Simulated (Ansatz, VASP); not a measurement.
**Y2S: VASP beside Ansatz**

Contents of INCAR:

```
ALGO = Normal
EDIFF = 1E-6
EDIFFG = -0.01
ENCUT = 600
GGA = PE
IBRION = 2
ISIF = 3
ISMEAR = 0
LASPH = True
LCHARG = False
LREAL = False
LWAVE = False
NELM = 100
NSW = 100
PREC = Accurate
SIGMA = 0.1
```

Contents of KPOINTS:

```
k-points
0
Gamma
  12 12 14
```

POSCAR

```
Y2S
1.0
    5.0827585616      0.0000000000      0.0000000000
   -2.5413792808      4.4017980357      0.0000000000
    0.0000000000      0.0000000000      3.2487992611
Y S
2 1
Direct
    0.3333333333      0.6666666667      0.5000000000
    0.6666666667      0.3333333333      0.5000000000
    0.0000000000      0.0000000000      0.0000000000
```

Input for Ansatz:

```yaml
crystal:
  lattice:
    - [5.0827585616, 0.0, 0.0]
    - [-2.5413792808, 4.4017980357, 0.0]
    - [0.0, 0.0, 3.2487992611]
  atoms:
    - { symbol: "Y", position: [0.3333333333, 0.6666666667, 0.5] }
    - { symbol: "Y", position: [0.6666666667, 0.3333333333, 0.5] }
    - { symbol: S, position: [0.0, 0.0, 0.0] }
basis:
  ecutwfc: 420
kpoints:
  mp_grid: { grid: [12, 12, 14] }
hamiltonian:
  xc: pbe
scf:
  occupations: { method: gaussian, width: 0.1 }
output:
  forces: true
  stress: true
  eigenvalues: true
relax:
  adjacent_minimum: "off"
  f_tol: 0.01
  max_steps: 80
  cell: { stress_tol: 0.05 }
```

Change from the starting cell: species swapped into the YHg2 type (P6/mmm, No. 191).

Alike in both runs: task relaxation of cell and atoms; functional PBE; k mesh 12 × 12 × 14; occupations gaussian, width 0.1 eV; no spin polarisation.

|  | VASP | Ansatz |
| --- | --- | --- |
| version | VASP 6.6.1 | Ansatz 0.2.0 |
| potentials or method | VASP PAW PBE potentials, release 64 (Y_sv, S) | scalar-relativistic, plane waves, PAW |
| plane-wave cutoff (eV) | 600 | 420 |
| valence electrons in the cell | 28 | 28 |

VASP gave:

```
gap on the k mesh at the Fermi level, each at its own relaxed structure (eV) : none
relaxed volume (Å³/atom)                                                     : 24.11
relaxed cell length with the largest relative difference (Å)                 : 5.082
```

Question: Estimate Ansatz's values.

Answer: gap on the k mesh at the Fermi level, each at its own relaxed structure (eV): none; relaxed volume (Å³/atom): 24.10; relaxed cell length with the largest relative difference (Å): 5.079.

A gap of «none» marks a metal or a gap that the smearing closes.
